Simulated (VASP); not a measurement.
Computed with PBEsol GGA, VASP's PBE PAW potentials (set 64) (plane waves; VASP).

A VASP calculation is set up with these files.

INCAR:
```
# general
SYSTEM  = Ga3InN4
PREC    = Accurate
ENCUT   = 520
LREAL   = .False.
LASPH   = .True.

# electronic loop
EDIFF   = 1E-6
NELM    = 100
ALGO    = Normal
LMAXMIX = 4

# smearing
ISMEAR  = 0
SIGMA   = 0.05

# functional
GGA     = PS

# ions
IBRION  = 2
NSW     = 60
ISIF    = 3
EDIFFG  = -0.02

# output
LWAVE   = .False.
LCHARG  = .False.
```

### KPOINTS
```
Automatic mesh
0
Gamma
8 8 2
0 0 0
```

### POSCAR
```
Ga3InN4
1.0
  0.0000000000   2.3061606422   2.3061606422
  2.3061606422   0.0000000000   2.3061606422
  9.2705067020   9.2705067020  -0.0458641334
In N Ga
1 4 3
Direct
  0.0019625885   0.0019625885   0.9985280586
  0.2248941892   0.2248941892   0.0813293581
  0.2424885649   0.2424885649   0.3181335763
  0.2565818247   0.2565818247   0.5575636315
  0.2710798656   0.2710798656   0.7966901008
  0.9868629251   0.9868629251   0.2598528062
  0.0011607346   0.0011607346   0.4991294491
  0.0149693074   0.0149693074   0.7387730194
```

POTCAR, in this order: In_d N Ga_d (PBE.64 set). Program: vasp_std.

Output of the run:

OSZICAR:
```
       N       E                     dE             d eps       ncg     rms          rms(c)
DAV:   1     0.798525073868E+03    0.79853E+03   -0.33550E+04  1848   0.289E+03
DAV:   2     0.111156868725E+03   -0.68737E+03   -0.66571E+03  1760   0.697E+02
DAV:   3    -0.441152466169E+02   -0.15527E+03   -0.15024E+03  2006   0.242E+02
DAV:   4    -0.575819784227E+02   -0.13467E+02   -0.13363E+02  2231   0.713E+01
DAV:   5    -0.580091325204E+02   -0.42715E+00   -0.42595E+00  2528   0.136E+01    0.162E+01
DAV:   6    -0.502896496433E+02    0.77195E+01   -0.29426E+01  3151   0.597E+01    0.867E+00
DAV:   7    -0.505607930861E+02   -0.27114E+00   -0.42575E+00  1925   0.122E+01    0.412E+00
DAV:   8    -0.504821415639E+02    0.78652E-01   -0.26612E-01  2537   0.643E+00    0.215E+00
DAV:   9    -0.504552288067E+02    0.26913E-01   -0.73657E-02  2778   0.487E+00    0.359E-01
DAV:  10    -0.504556661317E+02   -0.43732E-03   -0.11451E-02  2409   0.165E+00    0.264E-01
DAV:  11    -0.504558897954E+02   -0.22366E-03   -0.31059E-03  2861   0.742E-01    0.135E-01
DAV:  12    -0.504559175434E+02   -0.27748E-04   -0.55047E-04  2425   0.508E-01    0.433E-02
DAV:  13    -0.504559363983E+02   -0.18855E-04   -0.31976E-04  2136   0.195E-01    0.231E-02
DAV:  14    -0.504559366661E+02   -0.26788E-06   -0.33484E-05  2263   0.185E-01    0.117E-02
DAV:  15    -0.504559368596E+02   -0.19349E-06   -0.12677E-05  2581   0.418E-02    0.399E-03
DAV:  16    -0.504559366305E+02    0.22911E-06   -0.17815E-06  1261   0.262E-02
   1 F= -.50455937E+02 E0= -.50455937E+02  d E =-.504559E+02
```

OUTCAR:
```
------------------------ aborting loop because EDIFF is reached ----------------------------------------
  FORCE on cell =-STRESS in cart. coord.  units (eV):
  Direction    XX          YY          ZZ          XY          YZ          ZX
  --------------------------------------------------------------------------------------
  Total        0.0201130      0.0201130      0.0201130      0.0246837     -0.0246837     -0.0246837
  in kB        0.3259876      0.3259876      0.3259876      0.4000689     -0.4000689     -0.4000689
  external PRESSURE =       0.3259876 kB  Pullay stress =       0.0000000 kB
  volume of cell :       98.85
      direct lattice vectors                 reciprocal lattice vectors
     0.000000000  2.306160642  2.306160642    -0.216275577  0.217345560  0.216275577
     2.306160642  0.000000000  2.306160642     0.217345560 -0.216275577  0.216275577
     9.270506702  9.270506702 -0.045864133     0.053801398  0.053801398 -0.053801398
 POSITION                                       TOTAL-FORCE (eV/Angst)
 -----------------------------------------------------------------------------------
      9.26139      9.26139     -0.03674        -0.008291     -0.008291      0.008291
      1.27261      1.27261      1.03355         0.001665      0.001665     -0.001665
      3.50848      3.50848      1.10384         0.000150      0.000150     -0.000150
      5.76062      5.76062      1.15787         0.003184      0.003184     -0.003184
      8.01087      8.01087      1.21377         0.001988      0.001988     -0.001988
      4.68483      4.68483      4.53981         0.000742      0.000742     -0.000742
      4.62986      4.62986     -0.01754         0.002684      0.002684     -0.002684
      6.88332      6.88332      0.03516        -0.002121     -0.002121      0.002121
 -----------------------------------------------------------------------------------
    total drift:                               -0.000628     -0.000628      0.000643
  FREE ENERGIE OF THE ION-ELECTRON SYSTEM (eV)
  ---------------------------------------------------
  free  energy   TOTEN  =       -50.4559366305 eV

  energy  without entropy=      -50.4559366305  energy(sigma->0) =      -50.45593663

 reached required accuracy - stopping structural energy minimisation
```
(Selected blocks of OUTCAR.)

The structure was generated: Ga3InN4 was put into an ordered model structure (R3m), which need not be its known phase. It was relaxed first. The start is the result of an earlier pass.
